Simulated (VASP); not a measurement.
```
CELL_PARAMETERS angstrom
      2.29500    -3.97506     0.00000
      2.29500     3.97506     0.00000
      0.00000     0.00000     7.51000
ATOMIC_POSITIONS crystal
  Ag 0.66667 0.33333 0.50000
  Ag 0.33333 0.66667 0.00000
  I  0.66667 0.33333 0.87500
  I  0.33333 0.66667 0.37500
```

The numbers are results of AM05 GGA, VASP's PBE PAW potentials (set 64) (plane waves; VASP), not measurements. Numerical set-up: 520 eV cut-off, Gaussian smearing of 0.050 eV, potentials Ag I.

Unless said otherwise, spin-orbit coupling is left out, though it shifts the bands of the heavy elements here.

**Question.** Give the energies of bands 8 to 21 at the high-symmetry points, in eV from the valence-band maximum.

**Answer.** 
```tsv
band	Γ	M	K	A	L	H
8	-4.08	-3.75	-3.81	-4.16	-3.87	-3.80
9	-3.13	-3.11	-3.15	-3.08	-3.04	-3.14
10	-3.13	-3.06	-3.15	-3.08	-3.04	-3.14
11	-3.04	-3.01	-3.13	-3.08	-2.94	-2.90
12	-3.04	-2.99	-3.13	-3.08	-2.94	-2.90
13	-2.94	-2.75	-2.62	-1.70	-2.83	-2.77
14	-0.72	-2.63	-2.62	-1.70	-2.83	-2.77
15	-0.72	-2.21	-2.55	-0.37	-1.25	-1.94
16	-0.07	-1.79	-1.53	-0.37	-1.25	-1.94
17	0.00	-1.04	-1.53	-0.37	-1.25	-1.14
18	0.00	-0.72	-1.33	-0.37	-1.25	-1.14
19	1.35	3.31	4.44	2.64	3.25	3.90
20	2.61	3.58	4.47	2.64	3.25	3.90
21	5.73	4.84	4.47	5.64	4.87	5.75
```

The gap is direct, 1.35 eV, from the valence maximum at Γ to the conduction minimum at Γ.

The compound is AgI in the wurtzite structure. The cell was not relaxed at this level.
